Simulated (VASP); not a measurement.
Consider the following.

```
CoGe
1.0
    2.87971     0.00000     0.00000
    0.00000     2.87971     0.00000
    0.00000     0.00000     2.87971
Co Ge
1 1
Cartesian
  0.00000   0.00000   0.00000
  1.43986   1.43986   1.43986
```
Starting moments (μB, in the order of the record's atoms Co Ge): 0.7 0.0.

Calculation: PBEsol GGA, VASP's PBE PAW potentials (set 64) (plane waves; VASP). Settings: 400 eV cut-off, Gaussian smearing of 0.050 eV, potentials Co Ge_d.

Problem. Estimate the cell moment, band gap (along the path) with the smallest direct gap where there is one.

Solution. 
The band gap (along the path) is none (metal, semimetal or under 0.01 eV) and the cell moment comes out as 0.73 μB.

The structure was generated: CoGe was put into the CsCl type (Pm-3m), which need not be its known phase. It was relaxed first.
